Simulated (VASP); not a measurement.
A convergence study with VASP on PbTe (rock salt): a few settings are varied, all else stays as given below, so the limit is that of these other settings. The cell's lengths are 1 % over those of the tabulated start and one atom is moved, so it is off equilibrium.

```
PbTe
1.0
    0.00000     3.26230     3.26230
    3.26230     0.00000     3.26230
    3.26230     3.26230     0.00000
Te Pb
1 1
Direct
  0.50000   0.50000   0.50000
  0.99071   0.00929   0.00929
```

These are LDA (Ceperley-Alder, Perdew-Zunger), VASP's LDA PAW potentials (set 64) (plane waves; VASP 6.6.1) values and carry that method's errors. The last row used: 550 eV cut-off, 6×6×6 Γ-centred mesh, Gaussian smearing of 0.050 eV, potentials Te Pb_d.

```json
[
 {"setting": "ALGO = Normal, EDIFF = 1E-2", "E (eV/atom)": "-4.3689", "pressure (GPa)": "-1.79", "electronic steps": "7"},
 {"setting": "ALGO = Normal, EDIFF = 1E-3", "E (eV/atom)": "-4.3686", "pressure (GPa)": "-2.92", "electronic steps": "8"},
 {"setting": "ALGO = Normal, EDIFF = 1E-4", "E (eV/atom)": "-4.3686", "pressure (GPa)": "-2.65", "electronic steps": "10"},
 {"setting": "ALGO = Normal, EDIFF = 1E-5", "E (eV/atom)": "-4.3686", "pressure (GPa)": "-2.62", "electronic steps": "10"},
 {"setting": "ALGO = Normal, EDIFF = 1E-6", "E (eV/atom)": "-4.3686", "pressure (GPa)": "-2.72", "electronic steps": "12"},
 {"setting": "ALGO = Normal, EDIFF = 1E-7", "E (eV/atom)": "-4.3686", "pressure (GPa)": "-2.72", "electronic steps": "12"},
 {"setting": "ALGO = Normal, EDIFF = 1E-8", "E (eV/atom)": "-4.3686", "pressure (GPa)": "-2.71", "electronic steps": "15"},
 {"setting": "ALGO = Normal, EDIFF = 1E-9", "E (eV/atom)": "-4.3686", "pressure (GPa)": "-2.71", "electronic steps": "15"},
 {"setting": "ALGO = Fast, EDIFF = 1E-2", "E (eV/atom)": "-4.3695", "pressure (GPa)": "-1.29", "electronic steps": "7"},
 {"setting": "ALGO = Fast, EDIFF = 1E-3", "E (eV/atom)": "-4.3685", "pressure (GPa)": "-2.31", "electronic steps": "9"},
 {"setting": "ALGO = Fast, EDIFF = 1E-4", "E (eV/atom)": "-4.3686", "pressure (GPa)": "-2.45", "electronic steps": "10"},
 {"setting": "ALGO = Fast, EDIFF = 1E-5", "E (eV/atom)": "-4.3686", "pressure (GPa)": "-2.71", "electronic steps": "12"},
 {"setting": "ALGO = Fast, EDIFF = 1E-6", "E (eV/atom)": "-4.3686", "pressure (GPa)": "-2.71", "electronic steps": "13"},
 {"setting": "ALGO = Fast, EDIFF = 1E-7", "E (eV/atom)": "-4.3686", "pressure (GPa)": "-2.72", "electronic steps": "14"},
 {"setting": "ALGO = Fast, EDIFF = 1E-8", "E (eV/atom)": "-4.3686", "pressure (GPa)": "-2.71", "electronic steps": "15"},
 {"setting": "ALGO = Fast, EDIFF = 1E-9", "E (eV/atom)": "-4.3686", "pressure (GPa)": "-2.71", "electronic steps": "17"},
 {"setting": "ALGO = All, EDIFF = 1E-2", "E (eV/atom)": "-4.3672", "pressure (GPa)": "-1.32", "electronic steps": "9"},
 {"setting": "ALGO = All, EDIFF = 1E-3", "E (eV/atom)": "-4.3685", "pressure (GPa)": "-2.97", "electronic steps": "11"},
 {"setting": "ALGO = All, EDIFF = 1E-4", "E (eV/atom)": "-4.3686", "pressure (GPa)": "-2.70", "electronic steps": "13"},
 {"setting": "ALGO = All, EDIFF = 1E-5", "E (eV/atom)": "-4.3686", "pressure (GPa)": "-2.69", "electronic steps": "15"},
 {"setting": "ALGO = All, EDIFF = 1E-6", "E (eV/atom)": "-4.3686", "pressure (GPa)": "-2.72", "electronic steps": "17"},
 {"setting": "ALGO = All, EDIFF = 1E-7", "E (eV/atom)": "-4.3686", "pressure (GPa)": "-2.71", "electronic steps": "19"},
 {"setting": "ALGO = All, EDIFF = 1E-8", "E (eV/atom)": "-4.3686", "pressure (GPa)": "-2.71", "electronic steps": "21"},
 {"setting": "ALGO = All, EDIFF = 1E-9", "E (eV/atom)": "-4.3686", "pressure (GPa)": "-2.71", "electronic steps": "24"}
]
```

Left out are rungs that failed or repeat a setting and relaxations that didn't move; long series are thinned to 24 rows.

The compound is PbTe in the rock salt structure. The cell was not relaxed at this level, it is distorted from the ideal structure.
